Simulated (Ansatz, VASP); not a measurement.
# Hg3Pt: VASP beside Ansatz

```
Hg Pt
1.0
    -2.05927    2.05927    4.53796
     2.05927   -2.05927    4.53796
     2.05927    2.05927   -4.53796
Hg Pt
3 1
Direct
  0.50000 0.50000 0.00000
  0.25000 0.75000 0.50000
  0.75000 0.25000 0.50000
  0.00000 0.00000 0.00000
```

Change from the starting cell: volume scaled by 0.94.

Alike in both runs: task single point; functional PBE; k mesh 9 × 9 × 9; occupations fermi-dirac, width 0.05 eV; no spin polarisation.

```csv
,VASP,Ansatz
version,VASP 6.6.1,Ansatz 0.2.0
potentials or method,"VASP PAW PBE potentials, release 64 (Hg, Pt)",Ansatz PAW
plane-wave cutoff (eV),520,420
valence electrons in the cell,46,78
```

```tsv
	VASP	Ansatz	Ansatz less VASP
gap on the k mesh at the Fermi level (eV)	none	none	-
pressure (GPa)	6.1	5.3	-0.79
largest component of the traceless stress (GPa)	0.54	0.45	-0.094
```

A gap of «none» marks a metal or a gap that the smearing closes. The functional is the same, so the differences come from potentials, cutoffs and numerics. The two sets of potentials don't hold the same shells in valence.

Spin-orbit coupling is left out, which matters for the levels of Hg, Pt.
